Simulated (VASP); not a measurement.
# Nb2SnSe (P-6m2) in VASP: single point with PBEsol

Aim: the single point of Nb2SnSe with PBEsol.

Program: VASP 6.6.1. These are calculated values, not measurements. Logs are shortened: lines on timing, memory, paths and dates and some standing lists are left out, and cuts for length are marked.

**1. The crystal as given**

Symmetry: P-6m2, No. 187, hexagonal system. The conventional cell has a = 3.383 Å, b = 3.383 Å, c = 7.780 Å, α = 90.00°, β = 90.00°, γ = 120.00°. Around Nb (site symmetry 3m) lie 3 Se at 2.62 Å and 3 Sn at 2.90 Å. Sn (site symmetry -6m2) has 6 Nb at 2.90 Å as nearest neighbours. Se (site symmetry -6m2) has 6 Nb at 2.62 Å as nearest neighbours.

The cell was built by a generator and needn't be a form met in nature.

**2. Single point, PBEsol**

Contents of INCAR:

```
ALGO = Normal
EDIFF = 1E-7
ENCUT = 520
GGA = PS
ISIF = 2
ISMEAR = 0
LASPH = T
LCHARG = T
LELF = T
LREAL = F
LVHAR = T
LWAVE = F
NELM = 80
PREC = Accurate
SIGMA = 0.1
```

Contents of KPOINTS:

```
k-points
0
Gamma
  12 12 6
```

Contents of POSCAR:

```
Nb2SnSe
1.0
    3.3831750000      0.0000000000      0.0000000000
   -1.6915880000      2.9299160000      0.0000000000
    0.0000000000      0.0000000000      7.7798200000
Nb Sn Se
2 1 1
Direct
    0.6666670000      0.3333330000      0.7250750000
    0.6666670000      0.3333330000      0.2749250000
    0.0000000000      0.0000000000      0.0000000000
    0.3333330000      0.6666670000      0.5000000000
```

Potentials or basis: VASP PAW PBE potentials, release 64 (Nb_sv, Sn_d, Se).

Started as:

```sh
$ cat potpaw_PBE.64/Nb_sv/POTCAR potpaw_PBE.64/Sn_d/POTCAR potpaw_PBE.64/Se/POTCAR > POTCAR
$ mpirun -np 1 vasp_std > vasp.out
```

OUTCAR:

```text
EDIFF = 1E-7
   ENCUT = 520
   GGA = PS
   ISIF = 2
   ISMEAR = 0
   LASPH = T
   LREAL = F
   NELM = 80
   PREC = Accurate

 ion  position               nearest neighbor table
   1  0.667  0.333  0.725-   4 2.62   4 2.62   4 2.62   3 2.90   3 2.90   3 2.90
   2  0.667  0.333  0.275-   4 2.62   4 2.62   4 2.62   3 2.90   3 2.90   3 2.90
   3  0.000  0.000  0.000-   1 2.90   2 2.90   1 2.90   2 2.90   1 2.90   2 2.90
   4  0.333  0.667  0.500-   1 2.62   2 2.62   1 2.62   2 2.62   1 2.62   2 2.62

  LATTYP: Found a hexagonal cell.
 ALAT       =     3.3831750000
 C/A-ratio  =     2.2995618022

  Lattice vectors:

 A1 = (   3.3831750000,   0.0000000000,   0.0000000000)
 A2 = (  -1.6915880000,   2.9299160000,   0.0000000000)
 A3 = (   0.0000000000,   0.0000000000,   7.7798200000)

Analysis of symmetry for initial positions (statically):
=====================================================================
 Subroutine PRICEL returns:
 Original cell was already a primitive cell.

 Routine SETGRP: Setting up the symmetry group for a
 hexagonal supercell.

 Subroutine GETGRP returns: Found 12 space group operations
 (whereof 12 operations were pure point group operations)
 out of a pool of 24 trial point group operations.

The static configuration has the point symmetry D_3h.

Analysis of symmetry for dynamics (positions and initial velocities):
=====================================================================
 Subroutine PRICEL returns:
 Original cell was already a primitive cell.

 Routine SETGRP: Setting up the symmetry group for a
 hexagonal supercell.

 Subroutine GETGRP returns: Found 12 space group operations
 (whereof 12 operations were pure point group operations)
 out of a pool of 24 trial point group operations.

The dynamic configuration has the point symmetry D_3h.

 Subroutine INISYM returns: Found 12 space group operations
 (whereof 12 operations are pure point group operations),
 and found     1 'primitive' translations

----------------------------------------------------------------------------------------

                                     Primitive cell

  volume of cell :      77.1168

  direct lattice vectors                    reciprocal lattice vectors
     3.383175000  0.000000000  0.000000000     0.295580335  0.170653407  0.000000000
    -1.691588000  2.929916000  0.000000000     0.000000000  0.341306713  0.000000000
     0.000000000  0.000000000  7.779820000     0.000000000  0.000000000  0.128537678

  length of vectors
     3.383175000  3.383175687  7.779820000     0.341306783  0.341306713  0.128537678

  position of ions in fractional coordinates (direct lattice)
     0.666667000  0.333333000  0.725075000
     0.666667000  0.333333000  0.274925000
     0.000000000  0.000000000  0.000000000
     0.333333000  0.666667000  0.500000000

  ion indices of the primitive-cell ions
   primitive index   ion index
                 1           1
                 2           2
                 3           3
                 4           4

----------------------------------------------------------------------------------------

 KPOINTS: k-points

Automatic generation of k-mesh.
 Grid dimensions read from file:
 generate k-points for:   12   12    6

 Generating k-lattice:

  Cartesian coordinates                     Fractional coordinates (reciprocal lattice)
     0.024631695  0.014221117  0.000000000     0.083333333 -0.000000000  0.000000000
     0.000000000  0.028442226  0.000000000     0.000000000  0.083333333  0.000000000
     0.000000000  0.000000000  0.021422946     0.000000000  0.000000000  0.166666667

  Length of vectors
     0.028442232  0.028442226  0.021422946

  Shift w.r.t. Gamma in fractional coordinates (k-lattice)
     0.000000000  0.000000000  0.000000000

 Subroutine IBZKPT returns following result:
 ===========================================

 Found     76 irreducible k-points:

 Following reciprocal coordinates:
            Coordinates               Weight
  0.000000  0.000000  0.000000      1.000000
  0.083333  0.000000  0.000000      6.000000
  0.166667  0.000000  0.000000      6.000000
  0.250000  0.000000  0.000000      6.000000
  0.333333  0.000000  0.000000      6.000000
  0.416667  0.000000  0.000000      6.000000
[... 16 lines left out ...]
  0.250000  0.000000  0.166667     12.000000
  0.333333  0.000000  0.166667     12.000000
 [... further k-points ...]
   k-points           NKPTS =     76   k-points in BZ     NKDIM =     76   number of bands    NBANDS=     27
   number of dos      NEDOS =    301   number of ions     NIONS =      4
   total plane-waves  NPLWV =  47040
   dimension x,y,z NGX =    28 NGY =   28 NGZ =   60
   dimension x,y,z NGXF=    56 NGYF=   56 NGZF=  120
   ions per type =               2   1   1
   NGX,Y,Z   is equivalent  to a cutoff of  13.76, 13.76, 12.82 a.u.
   NGXF,Y,Z  is equivalent  to a cutoff of  27.52, 27.52, 25.64 a.u.
 SYSTEM =  unknown system
   PREC   = accura    normal or accurate (medium, high low for compatibility)
   ISTART =      0    job   : 0-new  1-cont  2-samecut
   ICHARG =      2    charge: 1-file 2-atom 10-const
   ISPIN  =      1    spin polarized calculation?
   LNONCOLLINEAR =      F non collinear calculations
   LSORBIT =      F    spin-orbit coupling
   LASPH  =      T    aspherical Exc in radial PAW
   ENCUT  =  520.0 eV  38.22 Ry    6.18 a.u.   6.29  6.29 14.47*2*pi/ulx,y,z
   NELM   =     80;   NELMIN=  2; NELMDL= -5     # of ELM steps
   EDIFF  = 0.1E-06   stopping-criterion for ELM
   LREAL  =      F    real-space projection
   EDIFFG = 0.1E-05   stopping-criterion for IOM
   NSW    =      0    number of steps for IOM
   IBRION =     -1    ionic relax: 0-MD 1-quasi-New 2-CG
   NFREE  =      0    steps in history (QN), initial steepest desc. (CG)
   ISIF   =      2    stress and relaxation
   ISYM   =      2    0-nonsym 1-usesym 2-fastsym
   POTIM  = 0.5000    time-step for ionic-motion
   TEBEG  =    0.0;   TEEND  =   0.0 temperature during run
   PSTRESS=    0.0 pullay stress
   NELECT =      46.0000    total number of electrons
   NUPDOWN=      -1.0000    fix difference up-down
   EMIN   =  10.00;   EMAX   =-10.00  energy-range for DOS
   EFERMI =   0.00;   METHOD = LEGACY
   ISMEAR =     0;   SIGMA  =   0.10  broadening in eV -4-tet -1-fermi 0-gaus
   EFERMI_NEDOS =   21; number of points for ismear=-14 and -15
   IALGO  =     38    algorithm
   IMIX   =      4    mixing-type and parameters
     AMIX     =   0.40;   BMIX     =  1.00
     AMIX_MAG =   1.60;   BMIX_MAG =  1.00
  volume/ion in A,a.u.               =      19.28       130.10
  Fermi-wavevector in a.u.,A,eV,Ry     =   1.378090  2.604213 25.839276  1.899133
  Thomas-Fermi vector in A             =   2.503184
   LORBIT       =      0    0 simple, 1 ext, 2 COOP (PROOUT), +10 PAW based schemes
   GGA     = PS    functional components
   LHFCALC =     F    Hartree Fock is set to
   AEXX    =    0.0000 exact exchange contribution
   IVDW    =     0    specifies the selected vdW correction
   LEPSILON=     F    determine dielectric tensor
   LRPA    =     F    only Hartree local field effects (RPA)
 non-spin polarized calculation
 Gauss-broadening in eV      SIGMA  =   0.10
  energy-cutoff  :      520.00
  volume of cell :       77.12
 maximum number of plane-waves:      2105
 NGX is ok and might be reduce to    28
   NGX = 13   NGY = 13   NGZ = 29

 number of electron      45.9999989 magnetization

 Free energy of the ion-electron system (eV)
  ---------------------------------------------------
  ext. energy  EPLUGINS =         0.00000000
  ---------------------------------------------------
  free energy    TOTEN  =       -31.51297111 eV

  energy without entropy =      -31.49418234  energy(sigma->0) =      -31.50357672

 E-fermi :  10.2600     XC(G=0): -11.8791

 val. band max:       10.2553166083   @ k =   0.0833   0.0000   0.1667
 cond. band min:      10.2679849595   @ k =   0.0000   0.0000   0.0000
 fundamental gap:      0.0126683512
 Fermi energy:        10.2600353228

 k-point     1 :       0.0000    0.0000    0.0000
  band No.  band energies     occupation
      1     -44.9099      2.00000
      2     -44.9038      2.00000
      3     -21.2340      2.00000
      4     -21.1063      2.00000
      5     -20.8380      2.00000
      6     -20.8380      2.00000
[... 19 lines left out ...]
     26      11.3472      0.00000
     27      11.3486      0.00000

 k-point     2 :       0.0833    0.0000    0.0000
  band No.  band energies     occupation
      1     -44.9080      2.00000
      2     -44.9019      2.00000
      3     -21.2292      2.00000
      4     -21.1034      2.00000
      5     -20.8594      2.00000
      6     -20.8494      2.00000
[... 19 lines left out ...]
     26      11.3229      0.00000
     27      11.6106      0.00000

 k-point     3 :       0.1667    0.0000    0.0000
  band No.  band energies     occupation
      1     -44.9027      2.00000
      2     -44.8968      2.00000
      3     -21.2158      2.00000
      4     -21.0954      2.00000
      5     -20.9173      2.00000
      6     -20.9042      2.00000
[... 19 lines left out ...]
     26      11.2408      0.00000
     27      11.7892      0.00000

 k-point     4 :       0.2500    0.0000    0.0000
  band No.  band energies     occupation
      1     -44.8956      2.00000
      2     -44.8898      2.00000
      3     -21.1976      2.00000
      4     -21.0844      2.00000
      5     -20.9954      2.00000
      6     -20.9781      2.00000
[... 19 lines left out ...]
     26      11.2796      0.00000
     27      11.5980      0.00000
[... 516 lines left out ...]
      4     -21.0983      2.00000
      5     -20.9170      2.00000
      6     -20.9044      2.00000
[... 19 lines left out ...]
     26      11.1585      0.00000
     27      11.8668      0.00000

 k-point    23 :       0.2500    0.0000    0.1667
  band No.  band energies     occupation
      1     -44.8955      2.00000
      2     -44.8898      2.00000
      3     -21.1953      2.00000
      4     -21.0869      2.00000
      5     -20.9949      2.00000
      6     -20.9785      2.00000
[... 19 lines left out ...]
     26      11.2253      0.00000
     27      11.7850      0.00000

 k-point    24 :       0.3333    0.0000    0.1667
  band No.  band energies     occupation
      1     -44.8883      2.00000
      2     -44.8828      2.00000
      3     -21.1776      2.00000
      4     -21.0765      2.00000
      5     -21.0712      2.00000
      6     -21.0511      2.00000
[... 19 lines left out ...]
     26      11.7818      0.00000
     27      12.0447      0.00000

 [... further k-points ...]

------------------------ aborting loop because EDIFF is reached ----------------------------------------

  FORCE on cell =-STRESS in cart. coord.  units (eV):
  Direction    XX          YY          ZZ          XY          YZ          ZX
  --------------------------------------------------------------------------------------
  -------------------------------------------------------------------------------------
  Total       -2.3615262     -2.3615270     -2.6693451      0.0000004      0.0000000     -0.0000000
  in kB      -49.0630073    -49.0630242    -55.4582446      0.0000084      0.0000000     -0.0000000
  external PRESSURE =     -51.1947587 kB  Pullay stress =       0.0000000 kB

 VOLUME and BASIS-vectors are now :
 -----------------------------------------------------------------------------
  energy-cutoff  :      520.00
  volume of cell :       77.12
      direct lattice vectors                 reciprocal lattice vectors
     3.383175000  0.000000000  0.000000000     0.295580335  0.170653407  0.000000000
    -1.691588000  2.929916000  0.000000000     0.000000000  0.341306713  0.000000000
     0.000000000  0.000000000  7.779820000     0.000000000  0.000000000  0.128537678

 POSITION                                       TOTAL-FORCE (eV/Angst)
 -----------------------------------------------------------------------------------
      1.69159      0.97664      5.64095        -0.000000      0.000000     -0.083458
      1.69159      0.97664      2.13887        -0.000000      0.000000      0.083458
      0.00000      0.00000      0.00000         0.000000     -0.000000      0.000000
     -0.00000      1.95328      3.88991         0.000000     -0.000000      0.000000
 -----------------------------------------------------------------------------------
    total drift:                               -0.005899      0.003395      0.000000

  FREE ENERGIE OF THE ION-ELECTRON SYSTEM (eV)
  ---------------------------------------------------
  free  energy   TOTEN  =       -31.5129711094 eV

  energy  without entropy=      -31.4941823383  energy(sigma->0) =      -31.50357672
```

Wall time 2.9 min (1 thread of Intel Xeon Platinum 8259CL at 2.50GHz (Skylake/Cascade Lake), shared host); peak memory 0.32 GiB.

What came out:

| Item | Value |
| --- | --- |
| Free energy | -31.5130 eV |
| Pressure | -5.1 GPa |
| Largest force | 0.083 eV/Å |
| Band gap on the k mesh | none (metal or under the smearing width) |

Forces in eV/Å, atoms in the order of the input:
```
Nb   0.000  0.000 -0.083
Nb   0.000  0.000  0.083
Sn   0.000  0.000  0.000
Se   0.000  0.000  0.000
```

Stress tensor (GPa, compression positive):
```
-4.91  0.00  0.00
 0.00 -4.91  0.00
 0.00  0.00 -5.55
```

Caveat: the PAW data sets were made with another functional, which shifts forces and pressure a little.
